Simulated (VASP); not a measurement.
Level of theory: PBE GGA, VASP's PBE PAW potentials (set 64) (plane waves; VASP).

Gaps are without spin-orbit coupling.

```yaml
volume_per_atom: 40.10 Å³/atom
band gap (over mesh and band path): 2.40 eV
smallest direct gap (over mesh and band path): 2.50 eV
hill_bulk_modulus: 8.3 GPa
hill_shear_modulus: 4.1 GPa
```

### Question
Which relaxed crystal gives these values?
A. SiO2, P4_12_12 (92)
B. FeS2, Pa-3 (205)
C. KBr, Fm-3m (225)
D. CdI2, P-3m1 (164)

### Answer
D, CdI2, P-3m1 (164)
